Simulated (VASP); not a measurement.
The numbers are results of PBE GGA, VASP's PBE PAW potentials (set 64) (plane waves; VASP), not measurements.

A VASP calculation is set up with these files.

### KPOINTS
```
Automatic mesh
0
Gamma
7 7 7
0 0 0
```

INCAR:
```
# general
SYSTEM  = Mo3Si
PREC    = Accurate
ENCUT   = 500   # plane-wave cut-off (eV)
LREAL   = F   # projection in real space or not
LASPH   = T

# electronic loop
EDIFF   = 1E-6   # SCF stop (eV)
NELM    = 100   # most electronic steps
ALGO    = Normal   # blocked Davidson
LMAXMIX = 4

# smearing
ISMEAR  = 1
SIGMA   = 0.1   # width (eV)

# functional
GGA     = PE   # PBE

# ions
IBRION  = 2
NSW     = 40   # most ionic steps
ISIF    = 3   # ions, shape and volume
EDIFFG  = -0.02   # ionic stop
PSTRESS = 450   # kbar

# output
LWAVE   = F
LCHARG  = F
```

### POSCAR
```
Mo3Si
1.0
  4.7512581280   0.0000000000   0.0000000000
  0.0000000000   4.7512581280   0.0000000000
  0.0000000000   0.0000000000   4.7512581280
Si Mo
2 6
Cart
  2.3756290640   2.3756290640   2.3756290640
  0.0000000000   0.0000000000   0.0000000000
  1.1878145320   0.0000000000   2.3756290640
  2.3756290640   1.1878145320   0.0000000000
  2.3756290640   3.5634435960   0.0000000000
  3.5634435960   0.0000000000   2.3756290640
  0.0000000000   2.3756290640   3.5634435960
  0.0000000000   2.3756290640   1.1878145320
```

POTCAR, in this order: Si Mo_sv (PBE.64 set). Program: vasp_std.

Output

File OUTCAR:
```
 ion  position               nearest neighbor table
   1  0.500  0.500  0.500-   3 2.66   4 2.66   5 2.66   6 2.66   7 2.66   8 2.66   4 2.66   5 2.66
                             3 2.66   6 2.66   7 2.66   8 2.66
   2  0.000  0.000  0.000-   3 2.66   4 2.66   5 2.66   6 2.66   7 2.66   8 2.66   3 2.66   6 2.66
                             7 2.66   8 2.66   4 2.66   5 2.66
   3  0.250  0.000  0.500-   6 2.38   6 2.38   1 2.66   2 2.66   1 2.66   2 2.66   8 2.91   5 2.91
                             4 2.91   5 2.91   4 2.91   7 2.91   8 2.91   7 2.91
   4  0.500  0.250  0.000-   5 2.38   5 2.38   1 2.66   1 2.66   2 2.66   2 2.66   8 2.91   3 2.91
                             3 2.91   6 2.91   6 2.91   7 2.91   7 2.91   8 2.91
   5  0.500  0.750  0.000-   4 2.38   4 2.38   1 2.66   1 2.66   2 2.66   2 2.66   8 2.91   3 2.91
                             3 2.91   6 2.91   6 2.91   7 2.91   7 2.91   8 2.91
   6  0.750  0.000  0.500-   3 2.38   3 2.38   1 2.66   2 2.66   1 2.66   2 2.66   8 2.91   4 2.91
                             4 2.91   5 2.91   5 2.91   7 2.91   8 2.91   7 2.91
   7  0.000  0.500  0.750-   8 2.38   8 2.38   1 2.66   2 2.66   2 2.66   1 2.66   3 2.91   4 2.91
                             5 2.91   3 2.91   6 2.91   6 2.91   4 2.91   5 2.91
   8  0.000  0.500  0.250-   7 2.38   7 2.38   1 2.66   2 2.66   2 2.66   1 2.66   3 2.91   4 2.91
                             5 2.91   3 2.91   6 2.91   6 2.91   4 2.91   5 2.91
  LATTYP: Found a simple cubic cell.
 ALAT       =     4.7512581280
 Subroutine PRICEL returns:
 Original cell was already a primitive cell.
 Subroutine GETGRP returns: Found 48 space group operations
The static configuration has the point symmetry T_h .
 The point group associated with its full space group is O_h .
The dynamic configuration has the point symmetry T_h .
...
```

**OSZICAR**
```
       N       E                     dE             d eps       ncg     rms          rms(c)
DAV:   1     0.112640934169E+04    0.11264E+04   -0.55562E+04  2208   0.169E+03
DAV:   2    -0.305647763197E+02   -0.11570E+04   -0.11287E+04  2379   0.538E+02
DAV:   3    -0.807175160878E+02   -0.50153E+02   -0.48620E+02  2803   0.101E+02
DAV:   4    -0.817789405963E+02   -0.10614E+01   -0.10502E+01  2688   0.122E+01
DAV:   5    -0.817963228905E+02   -0.17382E-01   -0.17354E-01  2615   0.158E+00    0.529E+01
DAV:   6    -0.784040495628E+02    0.33923E+01   -0.11916E+01  2424   0.164E+01    0.172E+01
DAV:   7    -0.781179748374E+02    0.28607E+00   -0.94031E-01  2738   0.456E+00    0.420E+00
DAV:   8    -0.780773677521E+02    0.40607E-01   -0.10338E-01  2530   0.118E+00    0.495E-01
DAV:   9    -0.780767158931E+02    0.65186E-03   -0.55399E-03  2649   0.289E-01    0.266E-01
DAV:  10    -0.780767830707E+02   -0.67178E-04   -0.53102E-04  2723   0.152E-01    0.109E-01
DAV:  11    -0.780767921242E+02   -0.90535E-05   -0.14447E-05  2561   0.207E-02    0.224E-02
DAV:  12    -0.780767880248E+02    0.40995E-05   -0.86756E-06  2547   0.173E-02    0.285E-03
DAV:  13    -0.780767878383E+02    0.18646E-06   -0.16537E-07  1568   0.198E-03
   1 F= -.47951736E+02 E0= -.47951094E+02  d E =-.479517E+02
       N       E                     dE             d eps       ncg     rms          rms(c)
DAV:   1    -0.104602839943E+03   -0.26526E+02   -0.99029E+02  2221   0.214E+02    0.126E+02
DAV:   2    -0.724763312792E+02    0.32127E+02   -0.89185E+01  2200   0.593E+01    0.135E+01
DAV:   3    -0.698018441312E+02    0.26745E+01   -0.11609E+01  2446   0.195E+01    0.183E+01
DAV:   4    -0.697457616419E+02    0.56082E-01   -0.20793E+00  2383   0.520E+00    0.250E+00
DAV:   5    -0.697004965492E+02    0.45265E-01   -0.16608E-01  2491   0.233E+00    0.149E+00
DAV:   6    -0.696835445994E+02    0.16952E-01   -0.89176E-02  2513   0.104E+00    0.788E-01
DAV:   7    -0.696843984189E+02   -0.85382E-03   -0.94280E-03  2656   0.402E-01    0.156E-01
DAV:   8    -0.696843703407E+02    0.28078E-04   -0.21319E-04  2464   0.739E-02    0.586E-02
DAV:   9    -0.696843500458E+02    0.20295E-04   -0.67329E-05  2160   0.233E-02    0.860E-03
DAV:  10    -0.696843513489E+02   -0.13031E-05   -0.33654E-06  2062   0.798E-03    0.120E-02
DAV:  11    -0.696843515982E+02   -0.24935E-06   -0.21502E-07  1499   0.249E-03
   2 F= -.44719496E+02 E0= -.44719266E+02  d E =0.323224E+01
       N       E                     dE             d eps       ncg     rms          rms(c)
DAV:   1    -0.101319601878E+03   -0.31635E+02   -0.70976E+02  2228   0.191E+02    0.530E+01
DAV:   2    -0.781689056978E+02    0.23151E+02   -0.79923E+01  2228   0.501E+01    0.191E+01
DAV:   3    -0.771990094566E+02    0.96990E+00   -0.79320E+00  2529   0.152E+01    0.356E+00
DAV:   4    -0.771899033462E+02    0.91061E-02   -0.44199E-01  2439   0.239E+00    0.174E+00
DAV:   5    -0.772292220844E+02   -0.39319E-01   -0.14834E-01  2433   0.177E+00    0.983E-01
DAV:   6    -0.772334199951E+02   -0.41979E-02   -0.81463E-03  2625   0.339E-01    0.377E-01
DAV:   7    -0.772353292546E+02   -0.19093E-02   -0.21984E-03  2516   0.176E-01    0.751E-02
DAV:   8    -0.772353137870E+02    0.15468E-04   -0.98594E-05  2568   0.426E-02    0.275E-02
DAV:   9    -0.772353226237E+02   -0.88367E-05   -0.49586E-06  2133   0.121E-02    0.390E-03
DAV:  10    -0.772353239956E+02   -0.13719E-05   -0.41226E-07  1485   0.351E-03    0.115E-03
DAV:  11    -0.772353240476E+02   -0.52007E-07   -0.62298E-08  1457   0.146E-03
   3 F= -.48141052E+02 E0= -.48140891E+02  d E =-.189317E+00
       N       E                     dE             d eps       ncg     rms          rms(c)
DAV:   1    -0.771776716453E+02    0.57652E-01   -0.14323E-01  2242   0.262E+00    0.104E+00
DAV:   2    -0.771729080477E+02    0.47636E-02   -0.14768E-02  2249   0.702E-01    0.155E-01
DAV:   3    -0.771726443594E+02    0.26369E-03   -0.16781E-03  2548   0.220E-01    0.128E-01
DAV:   4    -0.771726739961E+02   -0.29637E-04   -0.32428E-04  2432   0.532E-02    0.201E-02
DAV:   5    -0.771726678457E+02    0.61504E-05   -0.43971E-05  2411   0.336E-02    0.167E-02
DAV:   6    -0.771726722706E+02   -0.44248E-05   -0.42495E-06  2101   0.736E-03    0.229E-03
DAV:   7    -0.771726728368E+02   -0.56629E-06   -0.10357E-06  1444   0.408E-03
   4 F= -.48141933E+02 E0= -.48141812E+02  d E =-.190197E+00
```

**OUTCAR**
```
------------------------ aborting loop because EDIFF is reached ----------------------------------------
  FORCE on cell =-STRESS in cart. coord.  units (eV):
  Direction    XX          YY          ZZ          XY          YZ          ZX
  --------------------------------------------------------------------------------------
  Total       28.9363500     28.9363500     28.9363500      0.0000000     -0.0000000     -0.0000000
  in kB      448.5368748    448.5368748    448.5368748      0.0000000     -0.0000000     -0.0000000
  external PRESSURE =      -1.4631252 kB  Pullay stress =     450.0000000 kB
  volume of cell :      103.36
      direct lattice vectors                 reciprocal lattice vectors
     4.693016267  0.000000000 -0.000000000     0.213082577 -0.000000000  0.000000000
     0.000000000  4.693016267 -0.000000000    -0.000000000  0.213082577  0.000000000
    -0.000000000 -0.000000000  4.693016267     0.000000000  0.000000000  0.213082577
 POSITION                                       TOTAL-FORCE (eV/Angst)
 -----------------------------------------------------------------------------------
      2.34651      2.34651      2.34651        -0.000000     -0.000000      0.000000
     -0.00000      4.69302      4.69302        -0.000000     -0.000000      0.000000
      1.17325     -0.00000      2.34651        -0.000000      0.000000      0.000000
      2.34651      1.17325     -0.00000         0.000000      0.000000      0.000000
      2.34651      3.51976      4.69302        -0.000000     -0.000000     -0.000000
      3.51976      4.69302      2.34651         0.000000     -0.000000     -0.000000
     -0.00000      2.34651      3.51976         0.000000     -0.000000      0.000000
      4.69302      2.34651      1.17325        -0.000000     -0.000000     -0.000000
 -----------------------------------------------------------------------------------
    total drift:                                0.000000      0.000000      0.000000
  FREE ENERGIE OF THE ION-ELECTRON SYSTEM (eV)
  ---------------------------------------------------
  free  energy   TOTEN  =       -77.1726728368 eV

  energy  without entropy=      -77.1723112296  energy(sigma->0) =      -77.17255230
  enthalpy is  TOTEN    =       -48.1419325824 eV   P V=       29.0307402545

 reached required accuracy - stopping structural energy minimisation
```
(Selected blocks of OUTCAR.)

**CONTCAR**
```
Mo3Si
   1.00000000000000
     4.6930162668023323    0.0000000000000000   -0.0000000000000000
     0.0000000000000000    4.6930162668023323   -0.0000000000000000
    -0.0000000000000000   -0.0000000000000000    4.6930162668023323
  Si              Mo
     2     6
Direct
     0.5000000000000000    0.5000000000000000    0.5000000000000000
     0.0000000000000000    1.0000000000000000    1.0000000000000000
     0.2500000000000000    0.0000000000000000    0.5000000000000000
     0.5000000000000000    0.2500000000000000    0.0000000000000000
     0.5000000000000000    0.7500000000000000    1.0000000000000000
     0.7500000000000000    1.0000000000000000    0.5000000000000000
     0.0000000000000000    0.5000000000000000    0.7500000000000000
     1.0000000000000000    0.5000000000000000    0.2500000000000000
```

Energy and stress use the plane-wave basis of the starting cell.

The compound is Mo3Si in the A15 structure. This run relaxes it under an external pressure of 45 GPa. Symmetry was kept, so distortions that lower it aren't found.
